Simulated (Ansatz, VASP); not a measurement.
# Cross-check of C (Diamond) between VASP and Ansatz, part 2 of 2

Aim: how closely do two programs agree when they are given the same cell, functional and k mesh? The cell is taken from a series of runs on this material, whose earlier steps may have relaxed, scaled, displaced or heated it; both programs get it as it stands.

VASP 6.6.1 and Ansatz 0.2.0.

So far: Set-up; Ansatz: zone-centre phonons, LDA.

**3. VASP: zone-centre phonons, LDA**

Level of this step: LDA; plane waves and PAW (C) (VASP).

The same cell, functional (in two slightly different forms) and mesh now go to VASP, with its own data sets.

Lines of VASP's logs that name or quote its potential files are left out, and so is its time.

Contents of INCAR:

```
SYSTEM = C
PREC = Accurate
ENCUT = 600
EDIFF = 1E-08
NELM = 120
ISMEAR = 0
SIGMA = 0.01
LREAL = .FALSE.
ALGO = Normal
GGA = CA
NBANDS = 10
LORBIT = 11
LWAVE = .FALSE.
LCHARG = .FALSE.
ISIF = 2
IBRION = 8
LEPSILON = .TRUE.
LASPH = .TRUE.
GGA_COMPAT = .FALSE.
EFERMI = MIDGAP
```

Contents of POSCAR:

```
C
1.0
    0.0000000000      1.7658784383      1.7658784383
    1.7658784383      0.0000000000      1.7658784383
    1.7658784383      1.7658784383      0.0000000000
C
2
Direct
    0.0000000000      0.0000000000      0.0000000000
    0.2500000000      0.2500000000      0.2500000000
```

Contents of KPOINTS:

```
Automatic mesh
0
Gamma
10 10 10
0 0 0
```

PAW data sets: C (LDA family, release 64).

Run with:

```bash
mpirun -np 1 vasp_std
```

Numbers of over 12 decimals in the logs are rounded to 6 here.

Output:

```text
[banner, memory and clock lines left out]
running    1 mpi-ranks, on    1 nodes
 distrk:  each k-point on    1 cores,    1 groups
 distr:  one band on    1 cores,    1 groups

 POSCAR found type information on POSCAR C
 POSCAR found :  1 types and       2 ions
 LDA part: xc-table for (Slater(with rela. corr.)+CA(PZ))
 , standard interpolation
 POSCAR, INCAR and KPOINTS ok, starting setup
 FFT: planning ... GRIDC
 FFT: planning ... GRID_SOFT
 FFT: planning ... GRID
 WAVECAR not read
 entering main loop
       N       E                     dE             d eps       ncg     rms          rms(c)
DAV:   1    -0.446553326728E+00   -0.44655E+00   -0.54664E+03   956   0.889E+02
DAV:   2    -0.207120667508E+02   -0.20266E+02   -0.19586E+02  1344   0.132E+02
DAV:   3    -0.211178748946E+02   -0.40581E+00   -0.40478E+00  1122   0.150E+01
DAV:   4    -0.211188076471E+02   -0.93275E-03   -0.93272E-03  1008   0.826E-01
DAV:   5    -0.211188089688E+02   -0.13217E-05   -0.13217E-05  1046   0.322E-02    0.588E+00
DAV:   6    -0.204758238740E+02    0.64299E+00   -0.36912E-01   966   0.450E+00    0.341E+00
DAV:   7    -0.202521503846E+02    0.22367E+00   -0.43300E-01  1018   0.488E+00    0.750E-01
DAV:   8    -0.202519608072E+02    0.18958E-03   -0.90432E-03   992   0.862E-01    0.264E-02
DAV:   9    -0.202519489244E+02    0.11883E-04   -0.33344E-05  1036   0.494E-02    0.195E-02
DAV:  10    -0.202519503112E+02   -0.13868E-05   -0.17694E-06  1030   0.121E-02    0.446E-03
DAV:  11    -0.202519502450E+02    0.66133E-07   -0.59155E-08  1116   0.201E-03    0.702E-04
DAV:  12    -0.202519502338E+02    0.11261E-07   -0.12494E-09   552   0.355E-04    0.147E-04
DAV:  13    -0.202519502315E+02    0.22802E-08   -0.76314E-11   512   0.934E-05
   1 F= -.20251950E+02 E0= -.20251950E+02  d E =0.000000E+00
 Linear response reoptimize wavefunctions to high precision
DAV:   1    -0.202519502311E+02    0.41797E-09   -0.28225E-12   552   0.183E-05
DAV:   2    -0.202519502311E+02    0.27455E-10    0.59757E-13   490   0.459E-06
 Linear response G [H, r] |phi>, progress :
  Direction:   1
       N       E                     dE             d eps       ncg     rms
RMM:   1    -0.319396656652E+02   -0.31940E+02    0.34303E+00  2168   0.435E+01
RMM:   2    -0.324035917892E+02   -0.46393E+00   -0.99779E-01  1488   0.869E+00
RMM:   3    -0.324144832869E+02   -0.10891E-01   -0.36116E-03  1564   0.533E-01
RMM:   4    -0.324145763647E+02   -0.93078E-04   -0.29997E-05  1634   0.420E-02
RMM:   5    -0.324145771753E+02   -0.81054E-06   -0.25618E-07  1639   0.396E-03
RMM:   6    -0.324145771940E+02   -0.18727E-07    0.85931E-08  1501   0.411E-04
RMM:   7    -0.324145771903E+02    0.36914E-08    0.29802E-07  1234   0.603E-05
RMM:   8    -0.324145771969E+02   -0.66148E-08   -0.37211E-08  1181   0.300E-05
 Linear response G [H, r] |phi>, progress :
  Direction:   2
       N       E                     dE             d eps       ncg     rms
RMM:   1    -0.357399871803E+02   -0.35740E+02   -0.54579E+01  2179   0.416E+01
RMM:   2    -0.329042708516E+02    0.28357E+01   -0.69644E-01  1486   0.747E+00
RMM:   3    -0.329083116185E+02   -0.40408E-02   -0.28928E-03  1565   0.445E-01
RMM:   4    -0.329083308840E+02   -0.19266E-04   -0.24185E-05  1650   0.369E-02
RMM:   5    -0.329083310197E+02   -0.13568E-06   -0.19649E-07  1642   0.323E-03
RMM:   6    -0.329083310236E+02   -0.39065E-08    0.17666E-08  1516   0.332E-04
 Linear response G [H, r] |phi>, progress :
  Direction:   3
       N       E                     dE             d eps       ncg     rms
RMM:   1    -0.187618466365E+02   -0.18762E+02    0.82208E+01  2065   0.404E+01
RMM:   2    -0.224267825461E+02   -0.36649E+01   -0.87726E-01  1469   0.770E+00
RMM:   3    -0.224333348720E+02   -0.65523E-02   -0.58682E-03  1585   0.482E-01
RMM:   4    -0.224332983316E+02    0.36540E-04   -0.65092E-05  1606   0.395E-02
RMM:   5    -0.224332975119E+02    0.81969E-06   -0.88560E-07  1572   0.378E-03
RMM:   6    -0.224332974871E+02    0.24766E-07    0.17696E-07  1429   0.403E-04
RMM:   7    -0.224332974917E+02   -0.45865E-08    0.11728E-06  1095   0.614E-05
RMM:   8    -0.224332974846E+02    0.70915E-08    0.50780E-06  1037   0.308E-05
RMM:   9    -0.224332974848E+02   -0.21712E-09    0.11812E-06   922   0.285E-05
RMM:  10    -0.224332974849E+02   -0.43865E-10    0.23570E-06   761   0.286E-05
RMM:  11    -0.224332974849E+02   -0.35481E-10    0.18754E-06   587   0.287E-05
 Linear response to external field (no local field effect), progress :
  Direction:   1
       N       E                     dE             d eps       ncg     rms          rms(c)
RMM:   1    -0.176770373156E+00   -0.17677E+00   -0.64221E-01  2050   0.225E+00
RMM:   2    -0.180912607093E+00   -0.41422E-02   -0.10640E-03  1500   0.273E-01
RMM:   3    -0.180917105478E+00   -0.44984E-05   -0.32991E-06  1503   0.116E-02
RMM:   4    -0.180917125655E+00   -0.20177E-07   -0.14362E-08  1471   0.795E-04
RMM:   5    -0.180917125730E+00   -0.74955E-10   -0.11464E-10  1093   0.512E-05
 change of polarisation eV/A/(eV/A) component  1 :     0.362     0.162     0.047
 dielectric tensor                  component  1 :     6.945     2.661     0.768
 Linear response to external field (no local field effect), progress :
  Direction:   2
       N       E                     dE             d eps       ncg     rms          rms(c)
RMM:   1    -0.174538824499E+00   -0.17454E+00   -0.62188E-01  2051   0.227E+00
RMM:   2    -0.178624043693E+00   -0.40852E-02   -0.10432E-03  1509   0.276E-01
RMM:   3    -0.178628402340E+00   -0.43586E-05   -0.33599E-06  1498   0.116E-02
RMM:   4    -0.178628423918E+00   -0.21578E-07   -0.14973E-08  1484   0.837E-04
RMM:   5    -0.178628424003E+00   -0.84989E-10   -0.10953E-10  1101   0.519E-05
 change of polarisation eV/A/(eV/A) component  2 :     0.162     0.357    -0.060
 dielectric tensor                  component  2 :     2.661     6.870    -0.978
 Linear response to external field (no local field effect), progress :
  Direction:   3
       N       E                     dE             d eps       ncg     rms          rms(c)
RMM:   1    -0.897753397576E-01   -0.89775E-01   -0.32006E-01  2017   0.168E+00
RMM:   2    -0.920731380363E-01   -0.22978E-02   -0.52376E-04  1479   0.191E-01
RMM:   3    -0.920752945962E-01   -0.21566E-05   -0.15705E-06  1513   0.846E-03
RMM:   4    -0.920753033125E-01   -0.87163E-08   -0.62144E-09  1467   0.604E-04
 change of polarisation eV/A/(eV/A) component  3 :     0.047    -0.060     0.184
 dielectric tensor                  component  3 :     0.768    -0.978     4.026
 Linear response to external field, progress :
  Direction:   1
       N       E                     dE             d eps       ncg     rms          rms(c)
RMM:   1    -0.147046930572E+00   -0.14705E+00   -0.52824E-01  4439   0.207E+00
RMM:   2    -0.150536613903E+00   -0.34897E-02   -0.87594E-04  3224   0.246E-01    0.690E-01
RMM:   3    -0.148290091847E+00    0.22465E-02   -0.74036E-04  3199   0.210E-01    0.402E-01
RMM:   4    -0.153116659640E+00   -0.48266E-02   -0.10829E-03  3212   0.256E-01    0.327E-02
RMM:   5    -0.153515019351E+00   -0.39836E-03   -0.11540E-05  3295   0.267E-02    0.279E-03
RMM:   6    -0.153528332197E+00   -0.13313E-04   -0.35482E-08  3404   0.167E-03    0.151E-03
RMM:   7    -0.153531712328E+00   -0.33801E-05   -0.54915E-09  3395   0.708E-04    0.102E-04
RMM:   8    -0.153532274729E+00   -0.56240E-06   -0.60473E-11  2731   0.616E-05    0.255E-05
RMM:   9    -0.153532160298E+00    0.11443E-06    0.00000E+00  1370   0.198E-05    0.217E-06
 change of polarisation eV/A/(eV/A) component  1 :     0.290     0.101     0.030
 dielectric tensor                  component  1 :     5.771     1.663     0.497
 Linear response to external field, progress :
  Direction:   2
       N       E                     dE             d eps       ncg     rms          rms(c)
RMM:   1    -0.147016563483E+00   -0.14702E+00   -0.52794E-01  4447   0.207E+00
RMM:   2    -0.150536583899E+00   -0.35200E-02   -0.87729E-04  3224   0.247E-01    0.690E-01
RMM:   3    -0.148291306006E+00    0.22453E-02   -0.74096E-04  3197   0.210E-01    0.402E-01
RMM:   4    -0.153116883065E+00   -0.48256E-02   -0.10837E-03  3217   0.256E-01    0.327E-02
RMM:   5    -0.153514811654E+00   -0.39793E-03   -0.11546E-05  3289   0.267E-02    0.279E-03
RMM:   6    -0.153528327605E+00   -0.13516E-04   -0.35159E-08  3405   0.167E-03    0.151E-03
RMM:   7    -0.153531683283E+00   -0.33557E-05   -0.54662E-09  3396   0.707E-04    0.102E-04
RMM:   8    -0.153532257408E+00   -0.57412E-06   -0.55936E-11  2737   0.614E-05    0.255E-05
RMM:   9    -0.153532139836E+00    0.11757E-06    0.00000E+00  1388   0.199E-05    0.218E-06
 change of polarisation eV/A/(eV/A) component  2 :     0.084     0.290    -0.010
 dielectric tensor                  component  2 :     1.388     5.771    -0.159
 Linear response to external field, progress :
  Direction:   3
       N       E                     dE             d eps       ncg     rms          rms(c)
RMM:   1    -0.147021035876E+00   -0.14702E+00   -0.52798E-01  4447   0.207E+00
RMM:   2    -0.150536588181E+00   -0.35156E-02   -0.87772E-04  3222   0.247E-01    0.690E-01
RMM:   3    -0.148291390136E+00    0.22452E-02   -0.73951E-04  3196   0.210E-01    0.402E-01
RMM:   4    -0.153116950733E+00   -0.48256E-02   -0.10818E-03  3216   0.256E-01    0.327E-02
RMM:   5    -0.153514792399E+00   -0.39784E-03   -0.11535E-05  3296   0.267E-02    0.279E-03
RMM:   6    -0.153528333097E+00   -0.13541E-04   -0.34891E-08  3413   0.167E-03    0.151E-03
RMM:   7    -0.153531686056E+00   -0.33530E-05   -0.54581E-09  3389   0.706E-04    0.102E-04
RMM:   8    -0.153532262308E+00   -0.57625E-06   -0.59357E-11  2720   0.609E-05    0.254E-05
RMM:   9    -0.153532142289E+00    0.12002E-06    0.00000E+00  1409   0.200E-05    0.218E-06
 change of polarisation eV/A/(eV/A) component  3 :     0.010     0.060     0.290
 dielectric tensor                  component  3 :     0.170     0.991     5.771
 Linear response DOF=           1
 Linear response progress:
  Degree of freedom:   1/  1
       N       E                     dE             d eps       ncg     rms          rms(c)
RMM:   1    -0.120058464093E+00   -0.12006E+00   -0.20411E-02  8086   0.207E+00
RMM:   2    -0.110803964578E+00    0.92545E-02   -0.43732E-03  5216   0.400E-01    0.190E-01
RMM:   3    -0.110787218829E+00    0.16746E-04   -0.45046E-04  5157   0.113E-01    0.103E-01
RMM:   4    -0.111581527517E+00   -0.79431E-03   -0.42036E-04  5077   0.117E-01    0.133E-02
RMM:   5    -0.111523966076E+00    0.57561E-04   -0.25601E-05  5521   0.139E-02    0.984E-04
RMM:   6    -0.111521378249E+00    0.25878E-05   -0.29868E-06  5544   0.802E-04    0.416E-04
RMM:   7    -0.111518753211E+00    0.26250E-05   -0.10086E-06  5664   0.336E-04    0.640E-05
RMM:   8    -0.111518617752E+00    0.13546E-06   -0.37154E-08  5757   0.386E-05    0.103E-05
RMM:   9    -0.111518487353E+00    0.13040E-06    0.33127E-08  5783   0.135E-05    0.138E-06
RMM:  10    -0.111518491796E+00   -0.44427E-08   -0.34248E-08  4814   0.175E-06    0.186E-07
 first order change of Fermi-energy  -0.52330E+01
 force on displaced ion       1 direction 1 : -38.862  -0.000  -0.000
 Born effective charge ion    1 direction 1 :  -0.001   0.000   0.000
 Born effective charges drift removed
 Linear response finished
```

OUTCAR, selected parts (step 3):

```text
ion  position               nearest neighbor table
   1  0.000  0.000  0.000-   2 1.53   2 1.53   2 1.53   2 1.53
   2  0.250  0.250  0.250-   1 1.53   1 1.53   1 1.53   1 1.53

  LATTYP: Found a face centered cubic cell.
 ALAT       =     3.5317568766

 Subroutine GETGRP returns: Found 48 space group operations
 (whereof 24 operations were pure point group operations)

The static configuration has the point symmetry T_d .
 The point group associated with its full space group is O_h .

 Found     47 irreducible k-points:

   k-points           NKPTS =     47   k-points in BZ     NKDIM =     47   number of bands    NBANDS=     10

   dimension x,y,z NGX =    20 NGY =   20 NGZ =   20
   dimension x,y,z NGXF=    40 NGYF=   40 NGZF=   40

   ENCUT  =  600.0 eV  44.10 Ry    6.64 a.u.   4.99  4.99  4.99*2*pi/ulx,y,z

   NELECT =       8.0000    total number of electrons

 k-points in reciprocal lattice and weights: Automatic mesh
   0.00000000  0.00000000  0.00000000       0.001
   0.10000000  0.00000000  0.00000000       0.008
   0.20000000  0.00000000  0.00000000       0.008
   0.30000000  0.00000000  0.00000000       0.008
   0.40000000  0.00000000  0.00000000       0.008
   0.50000000  0.00000000  0.00000000       0.004
   0.10000000  0.10000000  0.00000000       0.006
   0.20000000  0.10000000  0.00000000       0.024
   0.30000000  0.10000000  0.00000000       0.024
[...]
-0.30000000  0.40000000  0.20000000       0.024
  -0.30000000  0.50000000  0.20000000       0.012

 average (electrostatic) potential at core
       1 -49.0747       2 -49.0747

  Total        0.0570974      0.0570974      0.0570974     -0.0000000      0.0000000     -0.0000000
  in kB        8.3064274      8.3064274      8.3064274     -0.0000000      0.0000000     -0.0000000
  external PRESSURE =       8.3064274 kB  Pullay stress =       0.0000000 kB

  energy-cutoff  :      600.00
  volume of cell :       11.01
      direct lattice vectors                 reciprocal lattice vectors
     0.000000000  1.765878438  1.765878438    -0.283145198  0.283145198  0.283145198
     1.765878438  0.000000000  1.765878438     0.283145198 -0.283145198  0.283145198
     1.765878438  1.765878438  0.000000000     0.283145198  0.283145198 -0.283145198

 POSITION                                       TOTAL-FORCE (eV/Angst)
 -----------------------------------------------------------------------------------
      0.00000      0.00000      0.00000        -0.000000     -0.000000      0.000000
      0.88294      0.88294      0.88294         0.000000      0.000000     -0.000000
 -----------------------------------------------------------------------------------
    total drift:                                0.000000      0.000000      0.000000

 MACROSCOPIC STATIC DIELECTRIC TENSOR (including local field effects in DFT)
 ------------------------------------------------------
           5.771034    -0.000000     0.000000
           0.000000     5.771034     0.000000
          -0.000000     0.000000     5.771034
 ------------------------------------------------------

 PIEZOELECTRIC TENSOR (including local field effects)  for field in x, y, z        (C/m^2)
          XX          YY          ZZ          XY          YZ          ZX
  --------------------------------------------------------------------------------
  x     0.00000     0.00000     0.00000     0.00000    -0.00000     0.00000
  y     0.00000     0.00000     0.00000     0.00000     0.00000     0.00000
  z    -0.00000    -0.00000     0.00000     0.00000     0.00000     0.00000

 BORN EFFECTIVE CHARGES (including local field effects) (in |e|, cummulative output)
 ---------------------------------------------------------------------------------
 ion    1
    1     0.00000    -0.00000     0.00000
    2     0.00000     0.00000     0.00000
    3     0.00000    -0.00000     0.00000
 ion    2
    1    -0.00000     0.00000    -0.00000
    2     0.00000    -0.00000     0.00000
    3    -0.00000     0.00000    -0.00000

 Eigenvectors and eigenvalues of the dynamical matrix
 ----------------------------------------------------

   1 f  =   39.768539 THz   249.873103 2PiTHz 1326.535688 cm-1   164.469390 meV
             X         Y         Z           dx          dy          dz
      0.000000  0.000000  0.000000     0.000000    0.116248    0.697486
      0.882939  0.882939  0.882939     0.000000   -0.116248   -0.697486

   2 f  =   39.768539 THz   249.873103 2PiTHz 1326.535688 cm-1   164.469390 meV
             X         Y         Z           dx          dy          dz
      0.000000  0.000000  0.000000     0.707107    0.000000    0.000000
      0.882939  0.882939  0.882939    -0.707107    0.000000    0.000000

   3 f  =   39.768539 THz   249.873103 2PiTHz 1326.535688 cm-1   164.469390 meV
             X         Y         Z           dx          dy          dz
      0.000000  0.000000  0.000000     0.000000    0.697486   -0.116248
      0.882939  0.882939  0.882939     0.000000   -0.697486    0.116248

   4 f  =    0.000000 THz     0.000001 2PiTHz    0.000006 cm-1     0.000001 meV
             X         Y         Z           dx          dy          dz
      0.000000  0.000000  0.000000     0.000000   -0.676766    0.204908
      0.882939  0.882939  0.882939     0.000000   -0.676766    0.204908

   5 f  =    0.000000 THz     0.000000 2PiTHz    0.000000 cm-1     0.000000 meV
             X         Y         Z           dx          dy          dz
      0.000000  0.000000  0.000000     0.707107    0.000000    0.000000
      0.882939  0.882939  0.882939     0.707107    0.000000    0.000000

   6 f/i=    0.000001 THz     0.000004 2PiTHz    0.000020 cm-1     0.000002 meV
             X         Y         Z           dx          dy          dz
      0.000000  0.000000  0.000000     0.000000    0.204908    0.676766
      0.882939  0.882939  0.882939     0.000000    0.204908    0.676766

 MACROSCOPIC STATIC DIELECTRIC TENSOR IONIC CONTRIBUTION
 ------------------------------------------------------
           0.000000    -0.000000     0.000000
          -0.000000     0.000000    -0.000000
           0.000000    -0.000000     0.000000
 ------------------------------------------------------

 ELASTIC MODULI CONTR FROM IONIC RELAXATION (kBar)
 Direction    XX          YY          ZZ          XY          YZ          ZX
 --------------------------------------------------------------------------------
 XX          -0.0000     -0.0000     -0.0000      0.0000      0.0000      0.0000
 YY          -0.0000     -0.0000     -0.0000      0.0000      0.0000      0.0000
 ZZ          -0.0000     -0.0000     -0.0000      0.0000      0.0000      0.0000
 XY           0.0000      0.0000      0.0000    -66.0612      0.0000      0.0000
 YZ           0.0000      0.0000      0.0000      0.0000    -66.0612      0.0000
 ZX           0.0000      0.0000      0.0000      0.0000      0.0000    -66.0612
 --------------------------------------------------------------------------------

 PIEZOELECTRIC TENSOR IONIC CONTR  for field in x, y, z        (C/m^2)
          XX          YY          ZZ          XY          YZ          ZX
  --------------------------------------------------------------------------------
  x    -0.00000    -0.00000    -0.00000     0.00000     0.00000    -0.00000
  y    -0.00000     0.00000    -0.00000     0.00000     0.00000     0.00000
  z    -0.00000    -0.00000     0.00000     0.00000     0.00000    -0.00000
```

**4. Side by side**

Known differences besides the potentials themselves: the two LDA forms differ slightly; fixed occupations in Ansatz, narrow Gaussian smearing in VASP; VASP's response is taken on the typed mesh, Ansatz refines its own for the field response alone; the cutoff is 420 eV in Ansatz and 600 eV in VASP; VASP's log shows a relativistic correction to its local exchange, Ansatz's none. Total energies have different zeros and are not compared.

Both answers:

```csv
quantity,Ansatz,VASP,difference
ε∞ xx,5.77,5.77,-0.10 %
ε∞ yy,5.77,5.77,-0.10 %
ε∞ zz,5.77,5.77,-0.10 %
Born charge of C1 (mean of the diagonal) (e),0.00,0.00,0.00
optical mode 1 to 3 (cm⁻¹),1323.4,1326.5,-0.23 %
```

Modes are paired by rising frequency, not by their patterns, so a pair may set unlike modes beside each other; they are those without the splitting of longitudinal modes.

**5. Outcome**

```
r.m.s. difference of the optical zone-centre modes, each program's sorted by frequency (zone-centre phonons, LDA) : 3.1 cm⁻¹
```

What this shows: The r.m.s. difference of the optical zone-centre modes, each program's sorted by frequency is 3.1 cm⁻¹ (zone-centre phonons, LDA). How closely two codes agree says nothing of how well the functional describes the real material.

[Lines on the potential files, build, host, timing and source positions are cut from VASP's logs without a mark.]

[Logs are printed without paths, hosts, clocks, repeated set-up lines and the standing remarks that a program may print on its own settings, such as how far it seeks lower states.]

[Hosts, paths, dates, database ids (printed as entryN), source tags and the programs' standing remarks are cut or masked in the printed files.]
